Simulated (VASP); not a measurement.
OSZICAR of a VASP run on WSe2 (2H layered):

File OSZICAR:
```
       N       E                     dE             d eps       ncg     rms          rms(c)
DAV:   1     0.523654222069E+03    0.52365E+03   -0.28354E+04  1376   0.162E+03
DAV:   2    -0.105707703900E+02   -0.53422E+03   -0.52153E+03  1477   0.424E+02
DAV:   3    -0.440437507965E+02   -0.33473E+02   -0.32836E+02  1565   0.958E+01
DAV:   4    -0.449086024309E+02   -0.86485E+00   -0.86152E+00  1526   0.157E+01
DAV:   5    -0.449305771119E+02   -0.21975E-01   -0.21939E-01  1608   0.233E+00    0.327E+01
DAV:   6    -0.433294113111E+02    0.16012E+01   -0.10026E+01  1406   0.182E+01    0.119E+01
DAV:   7    -0.430920275995E+02    0.23738E+00   -0.38383E+00  1426   0.823E+00    0.572E+00
DAV:   8    -0.429619110346E+02    0.13012E+00   -0.58523E-01  1652   0.441E+00    0.111E+00
DAV:   9    -0.429636677507E+02   -0.17567E-02   -0.46674E-02  1543   0.114E+00    0.744E-01
DAV:  10    -0.429630270043E+02    0.64075E-03   -0.14742E-02  1630   0.794E-01    0.170E-01
DAV:  11    -0.429629502331E+02    0.76771E-04   -0.17222E-03  1489   0.264E-01    0.127E-01
DAV:  12    -0.429629716111E+02   -0.21378E-04   -0.85443E-05  1508   0.494E-02    0.636E-02
DAV:  13    -0.429629957362E+02   -0.24125E-04   -0.53608E-05  1538   0.400E-02    0.958E-03
DAV:  14    -0.429629980391E+02   -0.23028E-05   -0.60824E-06  1594   0.114E-02    0.686E-03
DAV:  15    -0.429629984696E+02   -0.43055E-06   -0.42675E-07  1302   0.365E-03    0.332E-03
DAV:  16    -0.429629986043E+02   -0.13461E-06   -0.14146E-07  1050   0.193E-03    0.336E-04
DAV:  17    -0.429629986044E+02   -0.17008E-09   -0.28414E-08   928   0.722E-04
   1 F= -.42962999E+02 E0= -.42962999E+02  d E =-.429630E+02
       N       E                     dE             d eps       ncg     rms          rms(c)
DAV:   1    -0.430508105144E+02   -0.87812E-01   -0.93335E+00  1282   0.139E+01    0.255E+00
DAV:   2    -0.430765591701E+02   -0.25749E-01   -0.55765E-01  1464   0.298E+00    0.125E+00
DAV:   3    -0.430716435547E+02    0.49156E-02   -0.60040E-02  1442   0.129E+00    0.860E-01
DAV:   4    -0.430683927029E+02    0.32509E-02   -0.15324E-02  1543   0.610E-01    0.323E-01
DAV:   5    -0.430684801155E+02   -0.87413E-04   -0.13021E-03  1512   0.175E-01    0.605E-02
DAV:   6    -0.430684125403E+02    0.67575E-04   -0.27728E-04  1475   0.860E-02    0.268E-02
DAV:   7    -0.430684130503E+02   -0.50997E-06   -0.29746E-05  1725   0.248E-02    0.523E-03
DAV:   8    -0.430684141332E+02   -0.10829E-05   -0.21214E-06  1444   0.878E-03    0.291E-03
DAV:   9    -0.430684146164E+02   -0.48323E-06   -0.50074E-07  1317   0.329E-03    0.727E-04
DAV:  10    -0.430684147244E+02   -0.10799E-06   -0.54416E-08   980   0.132E-03    0.359E-04
DAV:  11    -0.430684147350E+02   -0.10627E-07   -0.25798E-08   956   0.740E-04
   2 F= -.43068415E+02 E0= -.43068415E+02  d E =-.105416E+00
       N       E                     dE             d eps       ncg     rms          rms(c)
DAV:   1    -0.430689007645E+02   -0.48604E-03   -0.46318E-02  1275   0.976E-01    0.182E-01
DAV:   2    -0.430690299790E+02   -0.12921E-03   -0.25648E-03  1464   0.204E-01    0.796E-02
DAV:   3    -0.430690092351E+02    0.20744E-04   -0.20026E-04  1457   0.768E-02    0.555E-02
DAV:   4    -0.430690004054E+02    0.88297E-05   -0.57977E-05  1526   0.381E-02    0.218E-02
DAV:   5    -0.430690020294E+02   -0.16240E-05   -0.52241E-06  1461   0.121E-02    0.399E-03
DAV:   6    -0.430690013129E+02    0.71650E-06   -0.13219E-06  1454   0.620E-03    0.165E-03
DAV:   7    -0.430690014230E+02   -0.11012E-06   -0.88726E-08   949   0.147E-03    0.314E-04
DAV:   8    -0.430690014616E+02   -0.38572E-07   -0.19912E-08   837   0.684E-04
   3 F= -.43069001E+02 E0= -.43069001E+02  d E =-.106003E+00
       N       E                     dE             d eps       ncg     rms          rms(c)
DAV:   1    -0.432705696528E+02   -0.20157E+00   -0.80865E+00  1248   0.181E+01    0.232E+00
DAV:   2    -0.431517071402E+02    0.11886E+00   -0.68174E-01  1420   0.450E+00    0.119E+00
DAV:   3    -0.431268103546E+02    0.24897E-01   -0.46562E-02  1485   0.132E+00    0.506E-01
DAV:   4    -0.431189043471E+02    0.79060E-02   -0.22743E-02  1439   0.754E-01    0.216E-01
DAV:   5    -0.431189389868E+02   -0.34640E-04   -0.21759E-03  1480   0.259E-01    0.832E-02
DAV:   6    -0.431188689499E+02    0.70037E-04   -0.37470E-04  1593   0.106E-01    0.306E-02
DAV:   7    -0.431188820288E+02   -0.13079E-04   -0.57085E-05  1567   0.385E-02    0.145E-02
DAV:   8    -0.431188844066E+02   -0.23778E-05   -0.15685E-05  1647   0.240E-02    0.378E-03
DAV:   9    -0.431188850640E+02   -0.65741E-06   -0.25865E-06  1456   0.800E-03    0.165E-03
DAV:  10    -0.431188852674E+02   -0.20343E-06   -0.48585E-07  1347   0.370E-03    0.361E-04
DAV:  11    -0.431188852727E+02   -0.52651E-08   -0.23320E-08   949   0.976E-04
   4 F= -.43118885E+02 E0= -.43118885E+02  d E =-.498838E-01
       N       E                     dE             d eps       ncg     rms          rms(c)
DAV:   1    -0.434082443411E+02   -0.28936E+00   -0.14434E+01  1248   0.242E+01    0.307E+00
DAV:   2    -0.432001862801E+02    0.20806E+00   -0.11570E+00  1399   0.592E+00    0.157E+00
DAV:   3    -0.431560198526E+02    0.44166E-01   -0.82776E-02  1468   0.173E+00    0.666E-01
DAV:   4    -0.431429403485E+02    0.13080E-01   -0.37389E-02  1445   0.961E-01    0.269E-01
DAV:   5    -0.431429323362E+02    0.80123E-05   -0.35348E-03  1511   0.326E-01    0.983E-02
DAV:   6    -0.431428374842E+02    0.94852E-04   -0.53808E-04  1618   0.125E-01    0.402E-02
DAV:   7    -0.431428548102E+02   -0.17326E-04   -0.10453E-04  1582   0.507E-02    0.175E-02
DAV:   8    -0.431428569095E+02   -0.20993E-05   -0.28119E-05  1595   0.310E-02    0.464E-03
DAV:   9    -0.431428576933E+02   -0.78375E-06   -0.44909E-06  1430   0.103E-02    0.225E-03
DAV:  10    -0.431428579855E+02   -0.29226E-06   -0.56641E-07  1283   0.411E-03    0.560E-04
DAV:  11    -0.431428579858E+02   -0.23465E-09   -0.28473E-08   928   0.102E-03
   5 F= -.43142858E+02 E0= -.43142858E+02  d E =-.738565E-01
       N       E                     dE             d eps       ncg     rms          rms(c)
DAV:   1    -0.431431808185E+02   -0.32283E-03   -0.17927E-02  1240   0.855E-01    0.112E-01
DAV:   2    -0.431429206133E+02    0.26021E-03   -0.15032E-03  1414   0.212E-01    0.563E-02
DAV:   3    -0.431428663075E+02    0.54306E-04   -0.10196E-04  1477   0.617E-02    0.242E-02
DAV:   4    -0.431428490053E+02    0.17302E-04   -0.54216E-05  1401   0.363E-02    0.105E-02
DAV:   5    -0.431428496168E+02   -0.61158E-06   -0.65957E-06  1498   0.146E-02    0.591E-03
DAV:   6    -0.431428493196E+02    0.29727E-06   -0.16107E-06  1535   0.727E-03    0.143E-03
DAV:   7    -0.431428493902E+02   -0.70614E-07   -0.12924E-07   893   0.206E-03
   6 F= -.43142849E+02 E0= -.43142849E+02  d E =-.738479E-01
       N       E                     dE             d eps       ncg     rms          rms(c)
DAV:   1    -0.431428893678E+02   -0.40048E-04   -0.63457E-02  1275   0.101E+00    0.197E-01
DAV:   2    -0.431431182187E+02   -0.22885E-03   -0.31965E-03  1450   0.216E-01    0.842E-02
DAV:   3    -0.431431028525E+02    0.15366E-04   -0.11922E-04  1481   0.581E-02    0.561E-02
DAV:   4    -0.431430965743E+02    0.62782E-05   -0.60407E-05  1538   0.383E-02    0.117E-02
DAV:   5    -0.431430943407E+02    0.22336E-05   -0.10804E-05  1517   0.164E-02    0.277E-03
DAV:   6    -0.431430945373E+02   -0.19662E-06   -0.98022E-07  1292   0.478E-03    0.259E-03
DAV:   7    -0.431430944605E+02    0.76792E-07   -0.46656E-08   809   0.124E-03
   7 F= -.43143094E+02 E0= -.43143094E+02  d E =-.245070E-03
       N       E                     dE             d eps       ncg     rms          rms(c)
DAV:   1    -0.431431364214E+02   -0.41884E-04   -0.65063E-03  1275   0.323E-01    0.632E-02
DAV:   2    -0.431431617921E+02   -0.25371E-04   -0.32677E-04  1450   0.691E-02    0.267E-02
DAV:   3    -0.431431618989E+02   -0.10683E-06   -0.11568E-05  1458   0.182E-02    0.179E-02
DAV:   4    -0.431431625477E+02   -0.64880E-06   -0.58762E-06  1546   0.120E-02    0.350E-03
DAV:   5    -0.431431626299E+02   -0.82199E-07   -0.11514E-06  1326   0.532E-03    0.875E-04
DAV:   6    -0.431431624976E+02    0.13236E-06   -0.97928E-08   844   0.164E-03    0.814E-04
DAV:   7    -0.431431625262E+02   -0.28595E-07   -0.12031E-08   746   0.581E-04
   8 F= -.43143163E+02 E0= -.43143163E+02  d E =-.313136E-03
```

Q: Which electronic solver shows in the log?

A: It is blocked Davidson (ALGO = Normal, or the opening steps of other solvers). The INCAR had ALGO = Normal.

Q: Can the final energy be trusted as converged?

A: Self-consistency was reached. It stopped with EDIFF = 1E-7, NELM = 100, NSW = 30 and EDIFFG = -0.01 after 8 ionic steps (PW91 GGA, plane waves, VASP's PBE PAW potentials (set 64)). Without a dispersion term in the relaxation, distances and binding between the weakly bound layers, chains or molecules are unreliable, and so is what depends on them.

The compound is WSe2 in the 2H layered structure. This cell is one point of a volume scan, at 0.94 of the reference volume. Symmetry was kept, so distortions that lower it aren't found.
